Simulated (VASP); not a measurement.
Runs of VASP 6.6.1 on Ge. The structure is cubic, space group Fd-3m (No. 227). Conventional cell: a = 5.625 Å, b = 5.625 Å, c = 5.625 Å, α = 90.00°, β = 90.00°, γ = 90.00°. Ge (site symmetry -43m) is surrounded by 4 Ge at 2.44 Å. 

```tsv
task	cell	k mesh	gap on the mesh (eV)	pressure (GPa)
relaxation of cell and atoms	relaxed	10 × 10 × 10	0.02	0.0
band structure	Fd-3m, 22.24 Å³/atom	10 × 10 × 10	0.02	0.0
single point	Fd-3m, 22.24 Å³/atom	10 × 10 × 10	0.02	0.0
optical spectrum	Fd-3m, 22.24 Å³/atom	14 × 14 × 14	0.02	0.0
single point	a relaxed cell with its volume scaled by 1.06	10 × 10 × 10	none	(a)
single point	a relaxed cell with its volume scaled by 0.97	10 × 10 × 10	0.22	2.3
single point	a relaxed cell with its volume scaled by 1.09	10 × 10 × 10	none	-5.0
```

Alike in all rows: level LDA; potentials or basis VASP PAW LDA potentials, release 64 (Ge_d); no spin polarisation; cutoff (eV) 520; smearing gaussian 0.02 eV.

Task: Estimate the missing entries.

Result: (a) -3.6.

Caveats: independent-particle spectra lack excitons (some runs).

A k mesh can miss the band edges, and the runs leave out spin-orbit coupling on Ge.

A gap of «none» marks a metal or a gap under the smearing width.
